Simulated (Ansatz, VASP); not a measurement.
Be3AsP: VASP beside Ansatz

```xyz
5
Lattice="4.2382 0.0000 0.0000 0.0000 4.2382 0.0000 0.0000 0.0000 4.2382" Properties=species:S:1:pos:R:3 pbc="T T T"
As    0.0000    0.0000    0.0000
P     2.1191    2.1191    2.1191
Be    2.1191    2.1191    0.0000
Be    2.1191    0.0000    2.1191
Be    0.0000    2.1191    2.1191
```

The cell comes from a database or a generator and needn't be the stable form of this composition.

Alike in both runs: task single point; functional PBEsol; k mesh 4 × 4 × 4; occupations gaussian, width 0.05 eV; no spin polarisation.

|  | VASP | Ansatz |
| --- | --- | --- |
| version | VASP 6.6.1 | Ansatz 0.2.0 |
| potentials or method | VASP PAW PBE potentials, release 64 (As, P, Be) | scalar-relativistic, plane waves, PAW |
| plane-wave cutoff (eV) | 520 | 420 |
| valence electrons in the cell | 16 | 26 |

Ansatz gave:

* gap on the k mesh at the Fermi level (eV): none
* pressure (GPa): -7.2

Question: What did VASP give for the same quantities?

Answer: gap on the k mesh at the Fermi level (eV): none; pressure (GPa): -7.1.

A gap of «none» marks a metal or a gap that the smearing closes. With one functional, cell and mesh, what is left measures potentials, basis and numerics. The two sets of potentials don't hold the same shells in valence.

Caveats: the k mesh is coarse (spacing up to 0.37 Å⁻¹), so the values aren't converged; the PAW data sets were made with another functional, which shifts forces and pressure a little (VASP).
